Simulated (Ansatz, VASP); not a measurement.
## Sn in two plane-wave programs

Aim: how closely do two programs agree when they are given the same cell, functional and k mesh? The cell is taken from a series of runs on this material, whose earlier steps may have relaxed, scaled, displaced or heated it; both programs get it as it stands.

Program: Ansatz 0.2.0. Level of theory: plane waves, with VASP 6.6.1 beside it; zone-centre phonons at PBEsol. Results are calculated unless marked as measured.

**1. Set-up**

Symmetry: I4_1/amd, No. 141, tetragonal system. Conventional cell: a = 5.827 Å, b = 5.827 Å, c = 3.165 Å, α = 90.00°, β = 90.00°, γ = 90.00°. Nearest to Sn lie 6 Sn at 3.02 to 3.16 Å.

**2. Ansatz: zone-centre phonons, PBEsol**

Ansatz runs on its default PAW (the set named soft_2) files.

Second derivatives magnify differences that forces hide, and they need a tight electronic threshold.

The input, input.yaml:

```yaml
crystal:
  lattice:
    - [-2.9136993881, 2.9136993881, 1.5823848831]
    - [2.9136993881, -2.9136993881, 1.5823848831]
    - [2.9136993881, 2.9136993881, -1.5823848831]
  atoms:
    - { symbol: Sn, position: [0.75, 0.25, 0.5] }
    - { symbol: Sn, position: [0.0, 0.0, 0.0] }
kpoints:
  mp_grid: { grid: [18, 18, 18] }
hamiltonian:
  xc: pbesol
scf:
  occupations: { method: methfessel_paxton, width: 0.2 }
output:
  eigenvalues: true
phonons:
  method: dfpt
```

Command:

```sh
ansatz run input.yaml --threads 8 --pin off --max-ram 14336MiB --backend cpu --events-out ev --progress --plain --runs-dir out
```

Numbers of over 12 decimals in the logs are rounded to 6 here.

The log of the run:

```text
zone centre: on kpoints.mp_grid the ground state, and the responses unless they are solved on pairs of k-points, stand on 865 of the mesh's 5832 k-points, reduced under 4 symmetry operations, with k and −k counted as one. Each operation leaves every solved displacement unchanged or reverses it
Engine: ansatz 0.2.0, aarch64-unknown-linux-gnu
Pseudopotentials: kind: paw
Pseudopotential: Sn, paw, valence charge 14, recommended cutoff 420 eV (normal), Sn.paw.azcp
Functional definition: PBEsol
  exchange = pbesol_x
  correlation = pbesol_c
Crystal: 2 atoms, lattice volume = 53.736 Å³
Basis set: ecut = 420 eV, 1061 PW (Γ), exchange–correlation on 64×64×64 points (8 copies of the dense FFT grid, shifted against one another)
Bands: 18, of which v1, the nominal top of the filled ones, is band 14 counted from 1 (13 counted from 0)
Symmetry: 16 space group operations
k-points: 865 of 5832 (irreducible under 4 space group operations, time reversal used)
Non-local potential: Sn, projectors of the file, l = 0: 2, l = 1: 2, l = 2: 2, l = 3: 2
PAW form: soft (Blöchl's): semilocal exchange-correlation on the pseudo side does not see the compensation charge
PAW frozen core: Sn, regenerated for the run's functional, and the local potential with it (the file was generated under x = pbe(κ = 0.804, μ = 0.219515), c = pbe(β = 0.066725))
PAW one-centre angular grid: Sn, 590 points (default); XC on 64 Gauss nodes
Initial density: superposition of atomic densities (neutral atoms: chi_scale 0, normalization atom), corrected by the library's trained network
Initial wavefunctions: pseudopotential atomic-orbital guess
Functional: x = pbesol(κ = 0.804, μ = 0.123457), c = pbesol(β = 0.046)
SCF iter   1: F=—  HF=-11899.564922 eV  |F-HF|=—  |Δ(HF+E_count)|=         —  Δρ=2.51e-3  dr2=2.36e-3  ethr=1.77e-3  ⟨swp⟩=5.3  Hψ=74417  notcnv=0
preconditioner: auto → Kerker (q_TF=auto, 2.447 Å⁻¹)  [metal: Δε(μ)=0.012 eV  Ē_g=20.180 eV  σ=0.200 eV  W_gap=0.05  n_scr=16 (ndim 8)  ℏωp=26.8 eV  f_vac=0.000  D(μ)=1.02/eV (n_scr^D=4)]
SCF iter   2: F=—  HF=-11899.562007 eV  |F-HF|=—  |Δ(HF+E_count)|=   2.92e-3  S|Δr|=    0.00e0  Δρ=1.58e-3  dr2=9.65e-4  ethr=8.42e-6  ⟨swp⟩=2.2  Hψ=30751  notcnv=0
SCF iter   3: F=—  HF=-11899.561736 eV  |F-HF|=—  |Δ(HF+E_count)|=   2.72e-4  S|Δr|=    0.00e0  Δρ=6.93e-4  dr2=1.37e-4  ethr=3.45e-6  ⟨swp⟩=2.0  Hψ=27688  notcnv=0
SCF iter   4: F=—  HF=-11899.561636 eV  |F-HF|=—  |Δ(HF+E_count)|=   9.98e-5  S|Δr|=    0.00e0  Δρ=3.58e-4  dr2=5.06e-5  ethr=4.90e-7  ⟨swp⟩=2.0  Hψ=27689  notcnv=0
SCF iter   5: F=—  HF=-11899.561618 eV  |F-HF|=—  |Δ(HF+E_count)|=   1.79e-5  S|Δr|=    0.00e0  Δρ=2.13e-4  dr2=1.78e-5  ethr=1.81e-7  ⟨swp⟩=2.0  Hψ=25614  notcnv=0
SCF iter   6: F=—  HF=-11899.561609 eV  |F-HF|=—  |Δ(HF+E_count)|=   8.84e-6  S|Δr|=    0.00e0  Δρ=7.44e-5  dr2=2.04e-6  ethr=6.37e-8  ⟨swp⟩=2.0  Hψ=24225  notcnv=0
SCF iter   7: F=—  HF=-11899.561608 eV  |F-HF|=—  |Δ(HF+E_count)|=   1.31e-6  S|Δr|=    0.00e0  Δρ=1.74e-5  dr2=8.77e-8  ethr=7.29e-9  ⟨swp⟩=2.0  Hψ=27657  notcnv=0
SCF iter   8: F=—  HF=-11899.561608 eV  |F-HF|=—  |Δ(HF+E_count)|=   5.29e-8  S|Δr|=    0.00e0  Δρ=3.96e-6  dr2=4.93e-9  ethr=3.13e-10  ⟨swp⟩=2.0  Hψ=24497  notcnv=0
SCF iter   9: F=—  HF=-11899.561608 eV  |F-HF|=—  |Δ(HF+E_count)|=   3.25e-9  S|Δr|=    0.00e0  Δρ=2.29e-7  dr2=3.59e-11  ethr=1.76e-11  ⟨swp⟩=2.0  Hψ=27724  notcnv=0
SCF iter  10: F=-11899.561608 eV  HF=-11899.561608 eV  |F-HF|=3.64e-12  |Δ(HF+E_count)|=  1.09e-11  S|Δr|=    0.00e0  Δρ=3.20e-8  dr2=6.69e-13  ethr=1.00e-12  ⟨swp⟩=6.1  Hψ=63143  notcnv=0
SCF 1 converged in 10 iterations: F = -11899.561608 eV  dr2 = 6.69e-13
  greatest PAW one-centre occupation: 0.991 electrons in one spin orbital (limit 2), on the Sn atom at site 1 (counted from 0), in its partial waves of l = 2
DFPT response loops at Γ: preconditioner auto → Kerker (q_TF=auto, 2.447 Å⁻¹) (partly filled bands, converged f_vac=0.000); β = 1.00, the filter's whole step (`scf.mixing.beta` (0.50) is not read by the response loops under this deck's `scf.mixing.preconditioner`; to damp them name `kerker` or `kerker_dos`, under which they read `scf.mixing.beta`, and type it under 1.00, their step now; both keys bind the ground state too); Broyden in place of MSR1
SCF converged after 10 iterations
Stability not checked: this state was not tested for a lower state beside it, because cold or Methfessel-Paxton smearing, or corrected tetrahedra, fill the levels in a way that the test cannot read (fill_not_monotonic; see scf.lower_state_search)
Free energy (F): -11899.561608 eV
Harris-Foulkes:  -11899.561608 eV  (|F-HF|=3.64e-12)
Internal energy: -11899.560881 eV  (E = F + TS)
E sigma→0 (E₀):  -11899.561426 eV
Entropy (-TS):   -0.000727 eV (-0.363 meV/atom)
Fermi energy:    10.720635 eV
--- Per-component energies (eV) ---
  E_band       = -163.057533
  E_kinetic    = 374.510788
  E_local      = -1689.490264  (includes V_loc(G=0)·N_el)
  E_nonlocal   = -61.116238
  E_hartree    = 1058.152433
  E_xc         = -758.973432
  E_vxc        = -194.439874  (∫ρ·V_xc dr)
  E_paw        = -8129.831127  (= ΣΔE_a)
  E_vpaw       = -708.826793  (= ΣTr[D̂ρ^β])
  E_aug_tail   = -0.000001  (compensation charges beyond the density's cutoff)
  E_ewald      = -2693.382720
  E_core_change = 0.569680  (= ΣΔE_core)
  E_smearing   = -0.000727  (= −TS)
  E_closure    = -0.000000  (closes the sum)
  Σ components = -11899.561608   (vs F -11899.561608, Δ=0.00e0)
--- Band table (eV; the first three rows and the last of 865) ---
  k-point 0: bands = [... 10 lower, -0.4931, 7.0729, 8.7125, 8.7125, 13.6525, 16.9700, 16.9700, 17.6825]
  k-point 1: bands = [... 10 lower, -0.4651, 6.7923, 8.7460, 8.9374, 13.7847, 16.6623, 16.7985, 17.7386]
  k-point 2: bands = [... 10 lower, -0.3811, 6.1979, 8.8462, 9.3710, 14.1751, 16.0426, 16.3592, 17.6219]
  k-point 864: bands = [... 10 lower, 3.1272, 3.1272, 5.8506, 5.8506, 15.8500, 15.8500, 20.1616, 20.1616]
--- Phonons (Γ-DFPT): 2 representative perturbations + reference, on 865 of 5832 k-points (Σ response iterations 5) ---
  k mesh reduced under 4 symmetry operations, with k and −k counted as one. Each operation leaves every solved displacement unchanged or reverses it
  ASR residual: 1.684e-5 → 0.000e0 eV/Å²; symmetrization residual: 3.279e-12 eV/Å²
  ASR residual per site (eV/Å²): 1.68e-5 1.68e-5
  Γ frequencies (cm⁻¹): 0.00 0.00 0.00 41.78 131.35 131.35
  non-analytic LO–TO correction: not included (Born effective charges unavailable; polar crystals: no LO–TO splitting at Γ)
```

**3. VASP: zone-centre phonons, PBEsol**

The same cell, functional, mesh and smearing now go to VASP, with its own data sets.

Lines of VASP's logs that name or quote its potential files are left out, and so is its time.

The input, INCAR:

```
SYSTEM = Sn
PREC = Accurate
ENCUT = 500
EDIFF = 1E-08
NELM = 120
ISMEAR = 1
SIGMA = 0.2
LREAL = .FALSE.
ALGO = Normal
GGA = PS
NBANDS = 20
LORBIT = 11
LWAVE = .FALSE.
LCHARG = .FALSE.
ISIF = 2
IBRION = 8
LASPH = .TRUE.
GGA_COMPAT = .FALSE.
KPAR = 2
```

The input, POSCAR:

```
Sn
1.0
   -2.9136993881      2.9136993881      1.5823848831
    2.9136993881     -2.9136993881      1.5823848831
    2.9136993881      2.9136993881     -1.5823848831
Sn
2
Direct
    0.7500000000      0.2500000000      0.5000000000
    0.0000000000      0.0000000000      0.0000000000
```

The input, KPOINTS:

```
Automatic mesh
0
Gamma
18 18 18
0 0 0
```

Potentials, in the order of the species: Sn_d (PBE family, release 64).

Command:

```sh
mpirun -np 2 vasp_std
```

The log of the run:

```text
[banner, memory and clock lines left out]
running    2 mpi-ranks, on    1 nodes
 distrk:  each k-point on    1 cores,    2 groups
 distr:  one band on    1 cores,    1 groups

 POSCAR found type information on POSCAR Sn
 POSCAR found :  1 types and       2 ions
|                                                                             |
|               ----> ADVICE to this user running VASP <----                  |
|                                                                             |
|     You enforced a specific xc type in the INCAR file but a different       |
|     [... a line on the potential file left out ...]
|     I HOPE YOU KNOW WHAT YOU ARE DOING!                                     |
|                                                                             |

 LDA part: xc-table for (Slater+PW92), standard interpolation
 POSCAR, INCAR and KPOINTS ok, starting setup
 FFT: planning ... GRIDC
 FFT: planning ... GRID_SOFT
 FFT: planning ... GRID
 WAVECAR not read
 entering main loop
       N       E                     dE             d eps       ncg     rms          rms(c)
DAV:   1     0.214295125264E+03    0.21430E+03   -0.14279E+04 19388   0.214E+03
DAV:   2     0.127001066623E+02   -0.20160E+03   -0.19804E+03 19312   0.449E+02
DAV:   3    -0.789814940608E+01   -0.20598E+02   -0.20404E+02 21868   0.136E+02
DAV:   4    -0.853684172962E+01   -0.63869E+00   -0.63812E+00 21804   0.265E+01
DAV:   5    -0.856309963563E+01   -0.26258E-01   -0.26257E-01 26716   0.502E+00    0.247E+00
DAV:   7    -0.851914441633E+01    0.10256E-01   -0.25853E-02 26204   0.237E+00    0.193E-01
DAV:   8    -0.851858164448E+01    0.56277E-03   -0.22283E-03 24128   0.675E-01    0.316E-02
DAV:   9    -0.851858737693E+01   -0.57325E-05   -0.64306E-05 26012   0.750E-02    0.133E-02
DAV:  10    -0.851858665099E+01    0.72594E-06   -0.50894E-06 25028   0.283E-02    0.130E-03
DAV:  11    -0.851858678640E+01   -0.13541E-06   -0.39882E-07 22480   0.816E-03    0.105E-03
DAV:  12    -0.851858663940E+01    0.14700E-06   -0.23433E-08 17632   0.170E-03    0.130E-04
DAV:  13    -0.851858663469E+01    0.47080E-08   -0.40722E-09 13028   0.759E-04
   1 F= -.85185866E+01 E0= -.85183442E+01  d E =-.727266E-03
 Linear response reoptimize wavefunctions to high precision
DAV:   1    -0.851858662649E+01    0.81986E-08   -0.13377E-09 12960   0.454E-04
DAV:   2    -0.851858662654E+01   -0.50477E-10   -0.54492E-10 12116   0.268E-04
 Linear response DOF=           2
 Linear response progress:
  Degree of freedom:   1/  2
       N       E                     dE             d eps       ncg     rms          rms(c)
RMM:   1    -0.216781862196E+00   -0.21678E+00    0.48758E-01 78531   0.955E+00
RMM:   2    -0.223442528905E+00   -0.66607E-02   -0.18286E-02108919   0.113E+00    0.534E-02
RMM:   3    -0.223657788428E+00   -0.21526E-03   -0.15304E-03111622   0.325E-01    0.232E-02
RMM:   4    -0.223623507785E+00    0.34281E-04   -0.99132E-05115414   0.900E-02    0.120E-02
RMM:   5    -0.223617722285E+00    0.57855E-05   -0.13780E-05115304   0.310E-02    0.300E-03
RMM:   6    -0.223615114291E+00    0.26080E-05   -0.13878E-06115274   0.923E-03    0.135E-03
RMM:   7    -0.223612541752E+00    0.25725E-05    0.23454E-09116181   0.362E-03    0.441E-04
RMM:   8    -0.223609426739E+00    0.31150E-05   -0.23836E-07117621   0.137E-03    0.954E-05
RMM:   9    -0.223608490874E+00    0.93587E-06    0.74128E-07120712   0.621E-04    0.267E-05
RMM:  10    -0.223608007865E+00    0.48301E-06    0.78301E-07117749   0.332E-04    0.830E-06
RMM:  11    -0.223607873765E+00    0.13410E-06    0.59306E-07124605   0.195E-04    0.467E-06
RMM:  12    -0.223607763440E+00    0.11032E-06    0.34738E-07119930   0.133E-04    0.268E-06
RMM:  13    -0.223607811937E+00   -0.48497E-07    0.22392E-07124444   0.101E-04    0.394E-06
RMM:  14    -0.223607794182E+00    0.17755E-07    0.13333E-07134296   0.843E-05    0.408E-06
RMM:  15    -0.223607846891E+00   -0.52708E-07    0.80036E-08124628   0.768E-05    0.745E-06
RMM:  16    -0.223607766579E+00    0.80312E-07    0.48215E-08119914   0.729E-05    0.365E-06
RMM:  17    -0.223607739712E+00    0.26867E-07    0.23211E-08134052   0.688E-05    0.250E-06
RMM:  18    -0.223607733236E+00    0.64756E-08    0.13643E-08127465   0.663E-05    0.229E-06
 first order change of Fermi-energy   0.55929E-05
 force on displaced ion       1 direction 1 :  -3.744  -0.000  -0.000
 Linear response progress:
  Degree of freedom:   2/  2
       N       E                     dE             d eps       ncg     rms          rms(c)
RMM:   1    -0.204656585876E+00   -0.20466E+00    0.50783E-01 43577   0.972E+00
RMM:   2    -0.210070390721E+00   -0.54138E-02   -0.16902E-02 60533   0.108E+00    0.410E-02
RMM:   3    -0.210144768646E+00   -0.74378E-04   -0.13314E-03 62239   0.298E-01    0.178E-02
RMM:   4    -0.210037552358E+00    0.10722E-03   -0.86987E-05 63406   0.809E-02    0.103E-02
RMM:   5    -0.209989479517E+00    0.48073E-04   -0.95075E-06 63384   0.268E-02    0.294E-03
RMM:   6    -0.209985007843E+00    0.44717E-05   -0.88284E-07 63483   0.809E-03    0.779E-04
RMM:   7    -0.209988484482E+00   -0.34766E-05   -0.16068E-07 63654   0.291E-03    0.182E-04
RMM:   8    -0.209986813076E+00    0.16714E-05   -0.28371E-08 64887   0.109E-03    0.126E-04
RMM:   9    -0.209985592481E+00    0.12206E-05    0.29910E-08 65066   0.475E-04    0.116E-05
RMM:  10    -0.209985829852E+00   -0.23737E-06    0.21835E-08 69099   0.236E-04    0.174E-05
RMM:  11    -0.209985785274E+00    0.44578E-07    0.35311E-08 66860   0.144E-04    0.113E-05
RMM:  12    -0.209985713794E+00    0.71480E-07    0.35108E-08 67266   0.105E-04    0.291E-06
RMM:  13    -0.209985725328E+00   -0.11534E-07    0.24970E-08 73938   0.860E-05    0.134E-06
RMM:  14    -0.209985725748E+00   -0.42023E-09    0.11336E-08 66641   0.760E-05    0.166E-06
 first order change of Fermi-energy  -0.93175E-04
 force on displaced ion       1 direction 3 :   0.000  -0.000  -0.398
 Linear response finished
```

Parts of OUTCAR (step 3):

```text
ion  position               nearest neighbor table
   1  0.750  0.250  0.500-   2 3.02   2 3.02   2 3.02   2 3.02   2 3.76   2 3.76   2 3.76   2 3.76

  LATTYP: Found a body centered tetragonal cell.
 ALAT       =     5.8273987762
 C/A-ratio  =     0.5430844683

 Subroutine GETGRP returns: Found 16 space group operations
 (whereof  8 operations were pure point group operations)

The static configuration has the point symmetry D_2d.
 The point group associated with its full space group is D_4h.

 Found    480 irreducible k-points:

   k-points           NKPTS =    480   k-points in BZ     NKDIM =    480   number of bands    NBANDS=     20

   dimension x,y,z NGX =    32 NGY =   32 NGZ =   32
   dimension x,y,z NGXF=    64 NGYF=   64 NGZF=   64

   ENCUT  =  500.0 eV  36.75 Ry    6.06 a.u.   8.05  8.05  8.05*2*pi/ulx,y,z

   NELECT =      28.0000    total number of electrons

 k-points in reciprocal lattice and weights: Automatic mesh
   0.00000000  0.00000000  0.00000000       0.000
   0.05555556  0.00000000 -0.00000000       0.001
   0.11111111  0.00000000 -0.00000000       0.001
   0.16666667 -0.00000000  0.00000000       0.001
   0.22222222 -0.00000000  0.00000000       0.001
   0.27777778  0.00000000  0.00000000       0.001
   0.33333333  0.00000000  0.00000000       0.001
   0.38888889  0.00000000  0.00000000       0.001
   0.44444444 -0.00000000  0.00000000       0.001
[...]
-0.44444444 -0.44444444  0.44444444       0.000
   0.50000000  0.50000000  0.50000000       0.000

 average (electrostatic) potential at core
       1 -98.7903       2 -98.7903

  Total       -0.0155142     -0.0155142     -0.0176558      0.0000000      0.0000000      0.0000000
  in kB       -0.4625721     -0.4625721     -0.5264251      0.0000000      0.0000000      0.0000000
  external PRESSURE =      -0.4838564 kB  Pullay stress =       0.0000000 kB

  energy-cutoff  :      500.00
  volume of cell :       53.74
      direct lattice vectors                 reciprocal lattice vectors
    -2.913699388  2.913699388  1.582384883     0.000000000  0.171603152  0.315978752
     2.913699388 -2.913699388  1.582384883     0.171603152  0.000000000  0.315978752
     2.913699388  2.913699388 -1.582384883     0.171603152  0.171603152  0.000000000

 POSITION                                       TOTAL-FORCE (eV/Angst)
 -----------------------------------------------------------------------------------
     -0.00000      2.91370      0.79119         0.000000     -0.000000      0.000000
      0.00000      0.00000      0.00000        -0.000000      0.000000     -0.000000
 -----------------------------------------------------------------------------------
    total drift:                                0.000000     -0.000000      0.000000

 Eigenvectors and eigenvalues of the dynamical matrix
 ----------------------------------------------------

   1 f  =    3.926354 THz    24.670013 2PiTHz  130.969087 cm-1    16.238090 meV
             X         Y         Z           dx          dy          dz
     -0.000000  2.913699  0.791192    -0.171499    0.685994    0.000000
      0.000000  0.000000  0.000000     0.171499   -0.685994    0.000000

   2 f  =    3.926354 THz    24.670013 2PiTHz  130.969087 cm-1    16.238090 meV
             X         Y         Z           dx          dy          dz
     -0.000000  2.913699  0.791192    -0.685994   -0.171499   -0.000000
      0.000000  0.000000  0.000000     0.685994    0.171499    0.000000

   3 f  =    1.280524 THz     8.045770 2PiTHz   42.713683 cm-1     5.295819 meV
             X         Y         Z           dx          dy          dz
     -0.000000  2.913699  0.791192     0.000000    0.000000   -0.707107
      0.000000  0.000000  0.000000     0.000000    0.000000    0.707107

   4 f  =    0.000000 THz     0.000000 2PiTHz    0.000002 cm-1     0.000000 meV
             X         Y         Z           dx          dy          dz
     -0.000000  2.913699  0.791192     0.053382   -0.705089    0.000000
      0.000000  0.000000  0.000000     0.053382   -0.705089    0.000000

   5 f/i=    0.000000 THz     0.000000 2PiTHz    0.000000 cm-1     0.000000 meV
             X         Y         Z           dx          dy          dz
     -0.000000  2.913699  0.791192     0.000000    0.000000    0.707107
      0.000000  0.000000  0.000000     0.000000    0.000000    0.707107

   6 f/i=    0.000000 THz     0.000000 2PiTHz    0.000001 cm-1     0.000000 meV
             X         Y         Z           dx          dy          dz
     -0.000000  2.913699  0.791192     0.705089    0.053382   -0.000000
      0.000000  0.000000  0.000000     0.705089    0.053382    0.000000

 ELASTIC MODULI CONTR FROM IONIC RELAXATION (kBar)
 Direction    XX          YY          ZZ          XY          YZ          ZX
 --------------------------------------------------------------------------------
 XX        -615.8209    615.8209      0.0000      0.0000      0.0000     -0.0000
 YY         615.8209   -615.8209      0.0000      0.0000     -0.0000      0.0000
 ZZ           0.0000      0.0000      0.0000      0.0000      0.0000      0.0000
 XY           0.0000      0.0000      0.0000      0.0000      0.0000      0.0000
 YZ           0.0000     -0.0000      0.0000      0.0000    -37.0878      0.0000
 ZX          -0.0000      0.0000      0.0000      0.0000      0.0000    -43.9556
 --------------------------------------------------------------------------------
```

**4. Comparison**

Known differences besides the potentials themselves: the cutoff is 420 eV in Ansatz and 500 eV in VASP; Ansatz makes its cores anew for this functional, VASP keeps those of its PBE data sets. Total energies have different zeros and are not compared.

Both answers:

| quantity | Ansatz | VASP | difference |
| --- | --- | --- | --- |
| optical mode 1 (cm⁻¹) | 41.8 | 42.7 | -0.9 |
| optical mode 2 to 3 (cm⁻¹) | 131.3 | 131.0 | +0.29 % |

Modes are paired by rising frequency, not by their patterns, so a pair may set unlike modes beside each other; they are those without the splitting of longitudinal modes.

**5. What came out**

```json
{
  "r.m.s. difference of the optical zone-centre modes, each program's sorted by frequency (zone-centre phonons, PBEsol)": "0.62 cm⁻¹"
}
```

In words: The r.m.s. difference of the optical zone-centre modes, each program's sorted by frequency is 0.62 cm⁻¹ (zone-centre phonons, PBEsol). How closely two codes agree says nothing of how well the functional describes the real material.

[Lines on the potential files, build, host, timing and source positions are cut from VASP's logs without a mark.]

[Logs are printed without paths, hosts, clocks, repeated set-up lines and the standing remarks that a program may print on its own settings, such as how far it seeks lower states.]

[Hosts, paths, dates, database ids (printed as entryN), source tags and the programs' standing remarks are cut or masked in the printed files.]
